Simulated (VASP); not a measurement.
Computed with PBE GGA with D3 dispersion (zero damping), VASP's PBE PAW potentials (set 64) (plane waves; VASP).

VASP ran on this input.

### INCAR
```
ALGO = Normal
EDIFF = 1E-7
EDIFFG = -0.01
ENCUT = 520
GGA = PE
IBRION = 2
ISIF = 4
ISMEAR = 1
IVDW = 11
LASPH = .TRUE.
LCHARG = .FALSE.
LMAXMIX = 6
LREAL = .FALSE.
LWAVE = .FALSE.
NELM = 100
NSW = 30
PREC = Accurate
SIGMA = 0.1
SYSTEM = Er
```

File POSCAR:
```
Er
1.0
  1.7508758782  -3.0326055540   0.0000000000
  1.7508758782   3.0326055540   0.0000000000
  0.0000000000   0.0000000000   5.3785142875
Er
2
Direct
  0.3333330000   0.6666670000   0.2500000000
  0.6666670000   0.3333330000   0.7500000000
```

### KPOINTS
```
Automatic mesh
0
Gamma
12 12 7
0 0 0
```

POTCAR, in this order: Er_3 (PBE.64 set). Program: vasp_std.

What VASP printed:

File OSZICAR:
```
       N       E                     dE             d eps       ncg     rms          rms(c)
DAV:   1     0.493906661641E+02    0.49391E+02   -0.87478E+03  3299   0.138E+03
DAV:   2    -0.630645846124E+01   -0.55697E+02   -0.54184E+02  3329   0.562E+02
DAV:   3    -0.882928929995E+01   -0.25228E+01   -0.23755E+01  3603   0.629E+01
DAV:   4    -0.891482428202E+01   -0.85535E-01   -0.83134E-01  3559   0.921E+00
DAV:   5    -0.891753526538E+01   -0.27110E-02   -0.26125E-02  3367   0.164E+00    0.262E+01
DAV:   6    -0.891910823223E+01   -0.15730E-02   -0.27988E-02  3319   0.341E+00    0.156E+01
DAV:   7    -0.893246729731E+01   -0.13359E-01   -0.47120E-02  3199   0.436E+00    0.386E-01
DAV:   8    -0.893230725879E+01    0.16004E-03   -0.29592E-03  3148   0.723E-01    0.102E-01
DAV:   9    -0.893231064969E+01   -0.33909E-05   -0.20179E-04  3348   0.203E-01    0.304E-02
DAV:  10    -0.893230466868E+01    0.59810E-05   -0.25125E-05  3324   0.630E-02    0.395E-02
DAV:  11    -0.893230546459E+01   -0.79591E-06   -0.20147E-06  3299   0.178E-02    0.384E-03
DAV:  12    -0.893230570230E+01   -0.23770E-06   -0.13739E-07  1900   0.616E-03    0.139E-03
DAV:  13    -0.893230567994E+01    0.22352E-07   -0.34097E-08  1763   0.861E-03
   1 F= -.95777874E+01 E0= -.95767115E+01  d E =-.957779E+01
       N       E                     dE             d eps       ncg     rms          rms(c)
DAV:   1    -0.893607721788E+01   -0.37715E-02   -0.12045E-01  3062   0.443E+00    0.233E-01
DAV:   2    -0.893461556075E+01    0.14617E-02   -0.30347E-03  3282   0.825E-01    0.154E-01
DAV:   3    -0.893390663679E+01    0.70892E-03   -0.81077E-04  3771   0.334E-01    0.848E-02
DAV:   4    -0.893390463396E+01    0.20028E-05   -0.10946E-04  3323   0.927E-02    0.338E-02
DAV:   5    -0.893390413135E+01    0.50261E-06   -0.34278E-06  3566   0.277E-02    0.393E-03
DAV:   6    -0.893390399493E+01    0.13642E-06   -0.20546E-07  2113   0.634E-03    0.174E-03
DAV:   7    -0.893390395361E+01    0.41316E-07   -0.35625E-08  1623   0.721E-03
   2 F= -.95789633E+01 E0= -.95780297E+01  d E =-.117588E-02
       N       E                     dE             d eps       ncg     rms          rms(c)
DAV:   1    -0.893766387218E+01   -0.37599E-02   -0.15910E-01  3017   0.509E+00    0.269E-01
DAV:   2    -0.893570420925E+01    0.19597E-02   -0.40489E-03  3264   0.951E-01    0.181E-01
DAV:   3    -0.893476100475E+01    0.94320E-03   -0.10785E-03  3779   0.383E-01    0.102E-01
DAV:   4    -0.893475745186E+01    0.35529E-05   -0.14338E-04  3323   0.105E-01    0.396E-02
DAV:   5    -0.893475665548E+01    0.79638E-06   -0.44998E-06  3572   0.311E-02    0.399E-03
DAV:   6    -0.893475651271E+01    0.14278E-06   -0.33571E-07  2371   0.743E-03    0.187E-03
DAV:   7    -0.893475646761E+01    0.45094E-07   -0.35830E-08  1573   0.631E-03
   3 F= -.95793872E+01 E0= -.95787198E+01  d E =-.159975E-02
```

### OUTCAR
```
------------------------ aborting loop because EDIFF is reached ----------------------------------------
 Edisp (eV)   -0.64463
  FORCE on cell =-STRESS in cart. coord.  units (eV):
  Direction    XX          YY          ZZ          XY          YZ          ZX
  --------------------------------------------------------------------------------------
  Total       0.58293     0.58293     0.56966     0.00000     0.00000     0.00000
  in kB      16.35158    16.35158    15.97938     0.00000     0.00000     0.00000
  external pressure =       16.23 kB  Pullay stress =        0.00 kB
  volume of cell :       57.12
      direct lattice vectors                 reciprocal lattice vectors
     1.741510059 -3.016383459  0.000000000     0.287107156 -0.165761418 -0.000000000
     1.741510059  3.016383459 -0.000000000     0.287107156  0.165761418 -0.000000000
     0.000000000  0.000000000  5.436521054     0.000000000  0.000000000  0.183941162
 POSITION                                       TOTAL-FORCE (eV/Angst)
 -----------------------------------------------------------------------------------
      1.74151      1.00546      1.35913        -0.000000      0.000000      0.000000
      1.74151     -1.00546      4.07739         0.000000     -0.000000      0.000000
 -----------------------------------------------------------------------------------
    total drift:                               -0.000001      0.000082     -0.000012
  FREE ENERGIE OF THE ION-ELECTRON SYSTEM (eV)
  ---------------------------------------------------
  free  energy   TOTEN  =        -9.5793871630 eV

  energy  without entropy=       -9.5773851030  energy(sigma->0) =       -9.57871981

 reached required accuracy - stopping structural energy minimisation
```
(Selected blocks of OUTCAR.)

### CONTCAR
```
Er
   1.00000000000000
     1.7415100588731285   -3.0163834591112830    0.0000000000000000
     1.7415100588731285    3.0163834591112830   -0.0000000000000000
     0.0000000000000000    0.0000000000000000    5.4365210541998250
  Er
     2
Direct
     0.3333330000000032    0.6666669999999968    0.2500000000000000
     0.6666669999999968    0.3333330000000032    0.7500000000000000
```

The 4f electrons are frozen in the core of the lanthanide potential, so 4f levels, which can set the real gap, and their magnetism are missing.

The compound is Er in the hcp structure. This cell is one point of a volume scan, at 0.97 of the reference volume. Symmetry was kept, so distortions that lower it aren't found.
